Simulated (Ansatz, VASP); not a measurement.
# NbW (Nb-W-W-Nb stack, (111) layers): VASP beside Ansatz, part 3 of 3

Wanted: the spread between two codes on one cell, functional and k mesh. The cell is taken from a series of runs on this material, whose earlier steps may have relaxed, scaled, displaced or heated it; both programs get it as it stands.

VASP 6.6.1 and Ansatz 0.2.0.

So far: The structure; VASP: zone-centre phonons, PBEsol.

## Step 3: Ansatz: zone-centre phonons, PBEsol

Level of this step: Ansatz beside VASP: Kohn-Sham DFT, plane waves, PBEsol (Ansatz).

Ansatz runs on its PAW soft_1 files.

The same cell, functional, mesh and smearing now go to Ansatz, which takes its cutoff from its data sets.

Contents of input.yaml:

```yaml
crystal:
  lattice:
    - [2.7563252399, 0.0, 0.0]
    - [-1.37816262, 2.3870476788, 0.0]
    - [0.0, 0.0, 38.7046186377]
  atoms:
    - { symbol: Nb, position: [0.0, 0.0, 0.1350838005] }
    - { symbol: W, position: [0.3333333333, 0.6666666667, 0.1997120274] }
    - { symbol: W, position: [0.6666666667, 0.3333333333, 0.2626591477] }
    - { symbol: Nb, position: [0.0, 0.0, 0.3272873746] }
  periodic: [true, true, false]
kpoints:
  mp_grid: { grid: [6, 6, 1] }
hamiltonian:
  xc: pbesol
  pseudopotentials: { kind: paw, azcp: { folder: soft_1 }, xc_functional: pbe }
scf:
  occupations: { method: methfessel_paxton, width: 0.2 }
output:
  eigenvalues: true
phonons:
  method: dfpt
  qmesh: [2, 2, 1]
  temperatures: { t_max: 1000, t_step: 50 }
  qpath:
    path:
      - [0.0, 0.0, 0.0]
      - [0.5, 0.0, 0.0]
      - [0.33333333, 0.33333333, 0.0]
      - [0.0, 0.0, 0.0]
    npoints: 10
```

Started as:

```console
$ ansatz run input.yaml --threads 4 --pin off --max-ram 12288MiB --backend cpu --events-out ev --progress --plain --runs-dir out
```

Numbers of over 12 decimals in the logs are rounded to 6 here.

Output:

```text
Warning: crystal.symmetry: narrowed to the stabiliser of the run's FFT grids — unitary ops 12 → 6. A phonons.method: dfpt run fills in the rows of the dynamical matrix that it does not solve by its symmetry operations, which is exact only for operations that map its FFT grids onto themselves: filled in by any other, the frequencies could depend on the order in which like atoms are typed, or, by more than the grids' own error, on where the crystal sits among the grids' points. Excluded: 6 operations. The run can therefore solve more perturbations, solve them on more k-points, or both, and cost more. [rest of the remark cut]
Engine: ansatz 0.2.0, aarch64-unknown-linux-gnu
Pseudopotentials: kind: paw
Pseudopotential: Nb, paw, valence charge 13, recommended cutoff 420 eV (normal), soft_1/Nb.paw.azcp
Pseudopotential: W, paw, valence charge 14, recommended cutoff 420 eV (normal), soft_1/W.paw.azcp
Functional definition: PBEsol
  exchange = pbesol_x
  correlation = pbesol_c
Crystal: 4 atoms, lattice volume = 254.656 Å³
Basis set: ecut = 420 eV, 4971 PW (Γ), exchange–correlation on 40×40×540 points (8 copies of the dense FFT grid, shifted against one another)
Bands: 33, of which v1, the nominal top of the filled ones, is band 27 counted from 1 (26 counted from 0)
Symmetry: 12 space group operations
k-points: 7 of 36 (irreducible under 6 space group operations, time reversal used)
Non-local potential: Nb, projectors of the file, l = 0: 3, l = 1: 2, l = 2: 2, l = 3: 1
Non-local potential: W, projectors of the file, l = 0: 3, l = 1: 2, l = 2: 2, l = 3: 1
PAW form: soft (Blöchl's): semilocal exchange-correlation on the pseudo side does not see the compensation charge
PAW frozen core: Nb, regenerated for the run's functional, and the local potential with it (the file was generated under x = pbe(κ = 0.804, μ = 0.219515), c = pbe(β = 0.066725))
PAW frozen core: W, regenerated for the run's functional, and the local potential with it (the file was generated under x = pbe(κ = 0.804, μ = 0.219515), c = pbe(β = 0.066725))
PAW one-centre angular grid: Nb, 590 points (default); XC on 64 Gauss nodes
PAW one-centre angular grid: W, 590 points (default); XC on 64 Gauss nodes
Initial density: superposition of atomic densities (neutral atoms: chi_scale 0, normalization atom)
Initial wavefunctions: pseudopotential atomic-orbital guess
Functional: x = pbesol(κ = 0.804, μ = 0.123457), c = pbesol(β = 0.046)
SCF iter   1: F=—  HF=-29506.086478 eV  |F-HF|=—  |Δ(HF+E_count)|=         —  Δρ=4.78e-2  dr2=7.05e1  ethr=3.10e-3  ⟨swp⟩=13.0  Hψ=1730  notcnv=0
preconditioner: auto → LDOS  [metal: Δε(μ)=0.110 eV  Ē_g=4.617 eV  σ=0.200 eV  W_gap=0.45  n_scr=24 (ndim 8)  ℏωp=10.9 eV  f_vac=0.681  D(μ)=4.11/eV (n_scr^D=20)  β→1.0]
SCF iter   2: F=—  HF=-29506.301596 eV  |F-HF|=—  |Δ(HF+E_count)|=   2.15e-1  S|Δr|=    0.00e0  Δρ=3.80e-2  dr2=6.04e1  ethr=3.10e-3  ⟨swp⟩=11.0  Hψ=2522  notcnv=0
automatic band count: the SCF goes on with 39 bands, as 33 were too few: the levels above may hold too much charge
SCF iter   3: F=—  HF=-29502.773140 eV  |F-HF|=—  |Δ(HF+E_count)|=    3.53e0  S|Δr|=    0.00e0  Δρ=9.11e-3  dr2=8.63e-1  ethr=3.10e-3  ⟨swp⟩=4.9  Hψ=802  notcnv=0  defer=24
SCF iter   4: F=—  HF=-29502.731833 eV  |F-HF|=—  |Δ(HF+E_count)|=   4.13e-2  S|Δr|=    0.00e0  Δρ=3.81e-3  dr2=1.74e-1  ethr=1.60e-3  ⟨swp⟩=2.6  Hψ=471  notcnv=0  defer=25
SCF iter   5: F=—  HF=-29502.729730 eV  |F-HF|=—  |Δ(HF+E_count)|=   2.10e-3  S|Δr|=    0.00e0  Δρ=1.44e-3  dr2=8.09e-2  ethr=3.23e-4  ⟨swp⟩=2.1  Hψ=355  notcnv=0  defer=25
SCF iter   6: F=—  HF=-29502.727991 eV  |F-HF|=—  |Δ(HF+E_count)|=   1.74e-3  S|Δr|=    0.00e0  Δρ=4.61e-4  dr2=6.58e-3  ethr=1.50e-4  ⟨swp⟩=2.0  Hψ=342  notcnv=0  defer=25
SCF iter   7: F=—  HF=-29502.727661 eV  |F-HF|=—  |Δ(HF+E_count)|=   3.30e-4  S|Δr|=    0.00e0  Δρ=1.53e-4  dr2=2.23e-4  ethr=1.22e-5  ⟨swp⟩=2.3  Hψ=378  notcnv=0  defer=25
SCF iter   8: F=—  HF=-29502.727702 eV  |F-HF|=—  |Δ(HF+E_count)|=   4.07e-5  S|Δr|=    0.00e0  Δρ=5.81e-5  dr2=2.69e-5  ethr=4.14e-7  ⟨swp⟩=3.9  Hψ=579  notcnv=0  defer=25
SCF iter   9: F=—  HF=-29502.727708 eV  |F-HF|=—  |Δ(HF+E_count)|=   6.31e-6  S|Δr|=    0.00e0  Δρ=1.80e-5  dr2=4.53e-6  ethr=4.99e-8  ⟨swp⟩=3.9  Hψ=556  notcnv=0  defer=25
SCF iter  10: F=—  HF=-29502.727777 eV  |F-HF|=—  |Δ(HF+E_count)|=   6.95e-5  S|Δr|=    0.00e0  Δρ=9.41e-6  dr2=3.68e-7  ethr=8.40e-9  ⟨swp⟩=2.9  Hψ=456  notcnv=0  defer=26
SCF iter  11: F=—  HF=-29502.727777 eV  |F-HF|=—  |Δ(HF+E_count)|=   1.33e-8  S|Δr|=    0.00e0  Δρ=7.22e-6  dr2=2.51e-7  ethr=6.81e-10  ⟨swp⟩=4.4  Hψ=674  notcnv=0  defer=26
SCF iter  12: F=—  HF=-29502.727777 eV  |F-HF|=—  |Δ(HF+E_count)|=   2.79e-9  S|Δr|=    0.00e0  Δρ=3.02e-6  dr2=5.92e-8  ethr=4.65e-10  ⟨swp⟩=3.1  Hψ=454  notcnv=0  defer=26
SCF iter  13: F=—  HF=-29502.727777 eV  |F-HF|=—  |Δ(HF+E_count)|=   3.43e-9  S|Δr|=    0.00e0  Δρ=5.63e-7  dr2=2.08e-9  ethr=1.10e-10  ⟨swp⟩=4.0  Hψ=562  notcnv=0  defer=26
SCF iter  14: F=—  HF=-29502.727777 eV  |F-HF|=—  |Δ(HF+E_count)|=  9.06e-10  S|Δr|=    0.00e0  Δρ=2.27e-7  dr2=4.84e-10  ethr=3.85e-12  ⟨swp⟩=3.9  Hψ=581  notcnv=0  defer=26
SCF iter  15: F=—  HF=-29502.727777 eV  |F-HF|=—  |Δ(HF+E_count)|=  7.06e-10  S|Δr|=    0.00e0  Δρ=6.03e-8  dr2=2.06e-11  ethr=1.00e-12  ⟨swp⟩=4.1  Hψ=529  notcnv=0  defer=26
SCF iter  16: F=-29502.727777 eV  HF=-29502.727777 eV  |F-HF|=3.64e-12  |Δ(HF+E_count)|=   1.74e-9  S|Δr|=    0.00e0  Δρ=1.76e-8  dr2=1.04e-12  ethr=1.00e-12  ⟨swp⟩=27.1  Hψ=2550  notcnv=0
SCF 1 converged in 16 iterations: F = -29502.727777 eV  dr2 = 1.04e-12
  greatest PAW one-centre occupation: 0.999 electrons in one spin orbital (limit 2), on the W atom at site 2 (counted from 0), in its partial waves of l = 0
phonons: the bands overlap, so this run is a metal and interpolates without the dipole-dipole term. If the crystal is really an insulator or semiconductor, its LO-TO splitting is missing
NSCF: frozen V_eff on 7 k-points
WARN: eigensolver did not converge (k=1): 1 band(s) unlocked after 2 eigensolves, warm-restarted (20 sweeps on the last) at ethr=2.01e-12 eV (storage-precision floor; scheduled 1.00e-12 eV) (lowest unlocked band 38, counted from 0; max residual 7.06e-4 eV among the unlocked bands, 7.06e-4 eV over every band; other slots of this pass that fall short are told together in one closing line; warning suppressed until the next SCF loop or pass starts)
WARN: eigensolver did not converge in 3 slots of this pass, the one above among them; of largest residual over every band (k=6): 1 band(s) unlocked (lowest unlocked band 38, counted from 0; max residual 3.88e-3 eV among the unlocked bands, 3.88e-3 eV over every band); of lowest unlocked band (k=1): band 38
NSCF: frozen V_eff on 13 k-points
DFPT response loops at q = (0, 0, 0) (fractional): preconditioner auto → none (partly filled bands, converged f_vac=0.689); β = 0.50; Broyden in place of MSR1
NSCF: frozen V_eff on 26 k-points
DFPT response loops at q = (0, -0.5, 0) (fractional): mixed as the last ones told, above
SCF converged after 16 iterations
Stability not checked: this state was not tested for a lower state beside it, because cold or Methfessel-Paxton smearing, or corrected tetrahedra, fill the levels in a way that the test cannot read (fill_not_monotonic; see scf.lower_state_search)
Free energy (F): -29502.727777 eV
Harris-Foulkes:  -29502.727777 eV  (|F-HF|=3.64e-12)
Internal energy: -29502.707988 eV  (E = F + TS)
E sigma→0 (E₀):  -29502.722830 eV
Entropy (-TS):   -0.019790 eV (-4.947 meV/atom)
Fermi energy:    -5.027579 eV
--- Per-component energies (eV) ---
  E_band       = -1654.329101
  E_kinetic    = 1591.496872
  E_local      = -262614.939259  (includes V_loc(G=0)·N_el)
  E_nonlocal   = 151.354579
  E_hartree    = 130323.481306
  E_xc         = -859.612890
  E_vxc        = -860.487732  (∫ρ·V_xc dr)
  E_paw        = -22956.593738  (= ΣΔE_a)
  E_vpaw       = -568.716411  (= ΣTr[D̂ρ^β])
  E_aug_tail   = 0.000385  (compensation charges beyond the density's cutoff)
  E_ewald      = 124861.283622
  E_core_change = 0.821135  (= ΣΔE_core)
  E_smearing   = -0.019790  (= −TS)
  E_closure    = -0.000000  (closes the sum)
  Σ components = -29502.727777   (vs F -29502.727777, Δ=0.00e0)
--- Band table (eV; the first three rows and the last of 7) ---
  k-point 0: bands = [... 23 lower, -5.4359, -5.4359, -5.1826, -5.1826, -5.0514, -4.5998, -4.5079, -4.5079, ... 8 higher]
  k-point 1: bands = [... 23 lower, -6.1129, -5.8813, -5.3441, -5.2315, -5.0998, -4.8763, -4.3925, -4.2683, ... 8 higher]
  k-point 2: bands = [... 23 lower, -6.2174, -5.9907, -5.3750, -4.3204, -4.2227, -4.0410, -3.0389, -2.7129, ... 8 higher]
  k-point 6: bands = [... 23 lower, -6.0565, -6.0565, -5.1432, -5.1432, -5.1133, -5.1133, -3.9843, -3.6058, ... 8 higher]
--- Phonons (Γ-DFPT): 8 representative perturbations + reference (Σ response iterations 39) ---
  ASR residual: 1.982e-4 → 0.000e0 eV/Å²; symmetrization residual: 4.451e-5 eV/Å²
  The last average, over the group as it would stand without the narrowing to the FFT grids, took up to 3.104e-5 eV/Å² of the zone centre's force constants
  ASR residual per site (eV/Å²): 1.98e-4 4.65e-5 3.97e-5 1.61e-4
  Γ frequencies (cm⁻¹): -52.55 -52.55 -39.00 -39.00 -29.25 -29.25 0.00 0.00 0.00 108.64 179.58 209.21
--- Phonons (arbitrary-q DFPT): 2 irreducible q on the 2×2×1 mesh ---
  q = [0.0000, 0.0000, 0.0000] (star 1, of the zone-centre solve; hermiticity 5.71e-6, symmetrization 1.03e-11, taken by the last average 1.99e-6): -52.55 -52.55 -39.00 -39.00 -29.25 -29.25 -0.00 0.00 0.00 108.64 179.58 209.21
  q = [0.0000, -0.5000, 0.0000] (star 3, 12 solved perturbations on 13 of 36 k-point pairs; hermiticity 3.92e-6, symmetrization 2.50e-6, taken by the last average 1.19e-6): 56.04 71.63 77.34 87.13 89.92 102.18 115.11 134.06 188.24 196.62 222.75 226.34
  sum rule: each row above includes the acoustic sum rule's correction from the zone centre's row sums; it moved no ω² by more than (0.76 cm⁻¹)²
  mesh force constants: q→R imaginary residual 2.43e-17; ASR residual 1.982e-4 → 0.000e0 eV/Å²; symmetrization residual 1.066e-14 eV/Å²
  interpolated dispersion: 31 rows × 12 modes
  density of states and harmonic sums: on the 26×26×1 q-mesh, interpolated from the force constants of a 2×2×1 supercell (no non-analytic term)
  largest difference from the sums on the solved wave vectors: F 2.76e-1 eV, S 3.93e-4 and C_V 1.17e-4 eV/K
  zero-point energy: 0.086560 eV/cell   skipped modes (ω ≤ 0): 74, of them read as no rigid motion or as one in doubt: 71 (8.876e-1 modes/cell left out, lowest -54.43 cm⁻¹)   left out of the sums: 7.43e-2 of the cell's modes: C_V's classical limit lies that fraction below 3 k_B per atom; for a crystal, a wire or a layer, F and S can be off by more, and a phonons.interpolated_qmesh denser along its periods is the remedy for the sampling
```

In the SCF lines HF is the Harris–Foulkes energy and dr2 the Hartree energy of the density residual, in eV; the loop may stop once dr2 is under the threshold and the program's other checks hold. Hψ counts applications of the Hamiltonian.

## Step 4: Differences

Known differences besides the potentials themselves: Ansatz cuts the interaction across the vacuum, VASP repeats the sheet without a dipole correction; VASP's run holds the zone centre alone; the data sets hold 54 valence electrons in Ansatz (on its PAW soft_1 files) and 38 in VASP; the cutoff is 420 eV in Ansatz and 600 eV in VASP; Ansatz makes its cores anew for this functional, VASP keeps those of its PBE data sets. Total energies have different zeros and are not compared.

The two programs side by side:

| quantity | Ansatz | VASP | difference |
| --- | --- | --- | --- |
| optical mode 1 to 2 (imaginary, printed as negative) (cm⁻¹) | -52.5 | -51.8 | -0.8 |
| optical mode 3 to 4 (imaginary, printed as negative) (cm⁻¹) | -39.0 | -39.1 | +0.1 |
| optical mode 5 to 6 (imaginary, printed as negative) (cm⁻¹) | -29.2 | -30.6 | +1.4 |
| optical mode 7 (cm⁻¹) | 108.6 | 108.3 | +0.36 % |
| optical mode 8 (cm⁻¹) | 179.6 | 178.9 | +0.41 % |
| optical mode 9 (cm⁻¹) | 209.2 | 207.2 | +0.96 % |

Modes are paired by rising frequency, not by their patterns, so a pair may set unlike modes beside each other; they are those without the splitting of longitudinal modes. Where the cell holds vacuum, a pressure given here is an average over it and none of the material.

## Step 5: Results

| Property | Result |
| --- | --- |
| r.m.s. difference of the optical zone-centre modes, each program's sorted by frequency (zone-centre phonons, PBEsol) | 1.0 cm⁻¹ |
| difference in optical mode 9 (zone-centre phonons, PBEsol) | +1.0 % |

The r.m.s. difference of the optical zone-centre modes, each program's sorted by frequency is 1.0 cm⁻¹ (zone-centre phonons, PBEsol). The data sets hold unlike numbers of valence electrons (54 in Ansatz and 38 in VASP), so part of the differences may come from the potentials. Among the rows given in per cent, the largest difference of the zone-centre phonons, PBEsol pair is in optical mode 9, +1.0 %. How closely two codes agree says nothing of how well the functional describes the real material.

[Lines on the potential files, build, host, timing and source positions are cut from VASP's logs without a mark.]

[Logs are printed without paths, hosts, clocks, repeated set-up lines and the standing remarks that a program may print on its own settings, such as how far it seeks lower states.]

[Hosts, paths, dates, database ids (printed as entryN), source tags and the programs' standing remarks are cut or masked in the printed files.]
